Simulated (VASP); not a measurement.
Calculation: PBE GGA, VASP's PBE PAW potentials (set 64) (plane waves; VASP).

A VASP calculation is set up with these files.

### KPOINTS
```
Automatic
0
gamma
1 1 1
0 0 0
```

File POSCAR:
```
C33Si31
1
    8.7583314355     0.0000000000     0.0000000000
    0.0000000000     8.7583314355    -0.0000000000
   -0.0000000000    -0.0000000000     8.7583314355
Si C
31 33
Direct
  0.5000000000   0.0000000000   0.0000000000
  0.7500000000   0.2500000000   0.0000000000
  0.7500000000   0.0000000000   0.2500000000
  0.0000000000   0.0000000000   0.0000000000
  0.2500000000   0.2500000000   0.0000000000
  0.5000000000   0.5000000000   0.0000000000
  0.7500000000   0.7500000000   0.0000000000
  0.2500000000   0.0000000000   0.2500000000
  0.5023210000   0.2556390000   0.2515680000
  0.7443200000   0.4950950000   0.2507830000
  0.5000000000   0.0000000000   0.5000000000
  0.7451240000   0.2475020000   0.4952490000
  0.7500000000   0.0000000000   0.7500000000
  0.0000000000   0.5000000000   0.0000000000
  0.2500000000   0.7500000000   0.0000000000
  0.0000000000   0.2500000000   0.2500000000
  0.2495340000   0.5005020000   0.2508780000
  0.5017060000   0.7554790000   0.2524830000
  0.0000000000   0.0000000000   0.5000000000
  0.2445250000   0.2455440000   0.4970800000
  0.7537180000   0.7494700000   0.5012080000
  0.2500000000   0.0000000000   0.7500000000
  0.5046120000   0.2502240000   0.7550110000
  0.7477730000   0.4970010000   0.7488680000
  0.0000000000   0.7500000000   0.2500000000
  0.0000000000   0.5000000000   0.5000000000
  0.2467700000   0.7485650000   0.4992440000
  0.0000000000   0.2500000000   0.7500000000
  0.2448210000   0.4976280000   0.7448060000
  0.5043120000   0.7546730000   0.7494530000
  0.0000000000   0.7500000000   0.7500000000
  0.6250000000   0.1250000000   0.1250000000
  0.8750000000   0.3750000000   0.1250000000
  0.8750000000   0.1250000000   0.3750000000
  0.1250000000   0.1250000000   0.1250000000
  0.3750000000   0.3750000000   0.1250000000
  0.6250000000   0.6250000000   0.1250000000
  0.8750000000   0.8750000000   0.1250000000
  0.3750000000   0.1250000000   0.3750000000
  0.6194760000   0.3708670000   0.3766670000
  0.8750000000   0.6250000000   0.3750000000
  0.6250000000   0.1250000000   0.6250000000
  0.8750000000   0.3750000000   0.6250000000
  0.8750000000   0.1250000000   0.8750000000
  0.1250000000   0.6250000000   0.1250000000
  0.3750000000   0.8750000000   0.1250000000
  0.1250000000   0.3750000000   0.3750000000
  0.3696710000   0.6215410000   0.3722810000
  0.6250000000   0.8750000000   0.3750000000
  0.1250000000   0.1250000000   0.6250000000
  0.3790660000   0.3693880000   0.6206950000
  0.4976020000   0.5004570000   0.4955750000
  0.6282760000   0.6215820000   0.6243370000
  0.8750000000   0.8750000000   0.6250000000
  0.3750000000   0.1250000000   0.8750000000
  0.6250000000   0.3750000000   0.8750000000
  0.8750000000   0.6250000000   0.8750000000
  0.1250000000   0.8750000000   0.3750000000
  0.1250000000   0.6250000000   0.6250000000
  0.3750000000   0.8750000000   0.6250000000
  0.1250000000   0.3750000000   0.8750000000
  0.3750000000   0.6250000000   0.8750000000
  0.6250000000   0.8750000000   0.8750000000
  0.1250000000   0.8750000000   0.8750000000
```

INCAR:
```
! general
SYSTEM = C33Si31
PREC   = Normal
ENCUT  = 400
LREAL  = Auto
LASPH  = .TRUE.
ISYM   = 0

! electronic loop
EDIFF  = 1E-5
NELM   = 100
NELMIN = 4
ALGO   = Fast

! smearing
ISMEAR = 0
SIGMA  = 0.05

! functional
GGA    = PE

! ions
IBRION = 2
NSW    = 60
ISIF   = 2
EDIFFG = -0.03

! output
LWAVE  = .TRUE.
LCHARG = .FALSE.
```

POTCAR, in this order: Si C (PBE.64 set). Program: vasp_gam.

The supercell is sampled at Γ alone, which is coarse: total energies, pressure and levels can be off, energies of defects by several tenths of an eV.

### Question
Estimate the energy per atom (σ→0).

### Answer

```
Property                       Result
---------------------  --------------
energy per atom (σ→0)  -7.471 eV/atom
```

### OSZICAR
```
...
RMM:   4    -0.478131413382E+03    0.16646E-06   -0.16198E-07    69   0.161E-03
  11 F= -.47813141E+03 E0= -.47813141E+03  d E =-.398969E-02
       N       E                     dE             d eps       ncg     rms          rms(c)
DAV:   1    -0.478132123364E+03   -0.70982E-03   -0.96752E-02   322   0.829E-01    0.842E-02
RMM:   2    -0.478132173617E+03   -0.50253E-04   -0.18913E-03   322   0.108E-01    0.387E-02
RMM:   3    -0.478132154861E+03    0.18755E-04   -0.37016E-04   324   0.432E-02    0.186E-02
RMM:   4    -0.478132157201E+03   -0.23400E-05   -0.91147E-05   325   0.190E-02
  12 F= -.47813216E+03 E0= -.47813216E+03  d E =-.743819E-03
```

The cell is a supercell with a defect, built from SiC (zinc blende): C_Si. The run is not spin-polarised, so no state with unpaired spins was tried.
